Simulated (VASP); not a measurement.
A convergence study with VASP on Zr (hcp): one setting is varied, all else stays as given below, so the limit is that of these other settings. Each run relaxes cell and ions from the cell shown. The basis is that of the starting cell, so low cut-offs carry a Pulay error.

```
Zr
1.0
    1.61500    -2.79726     0.00000
    1.61500     2.79726     0.00000
    0.00000     0.00000     5.15000
Zr
2
Direct
  0.33333   0.66667   0.25000
  0.66667   0.33333   0.75000
```

The numbers are results of PBE GGA, VASP's PBE PAW potentials (set 64) (plane waves; VASP 6.6.1), not measurements. The tightest run used: 700 eV cut-off, 11×11×6 Γ-centred mesh, first-order Methfessel-Paxton smearing of 0.10 eV, potentials Zr_sv.

| setting | relaxed volume (Å³/atom) | E (eV/atom) | plane waves |
|---|---|---|---|
| ENCUT = 200 | 21.566 | -8.5411 | 311 |
| ENCUT = 250 | 23.376 | -8.5076 | 432 |
| ENCUT = 300 | 23.213 | -8.5115 | 565 |
| ENCUT = 350 | 23.195 | -8.5153 | 706 |
| ENCUT = 400 | 23.330 | -8.5201 | 861 |

Question: These are the cheaper rows. Estimate the results at ENCUT = 700, and how far the last row shown lies from them.

Answer: 
| quantity | tightest run | last row shown is off by |
|---|---|---|
| relaxed volume (Å³/atom) | 23.389 | -0.059 |
| E (eV/atom) | -8.5213 | 0.0011 |

Left out are rungs that failed or repeat a setting and relaxations that didn't move; long series are thinned to 24 rows.

The compound is Zr in the hcp structure.
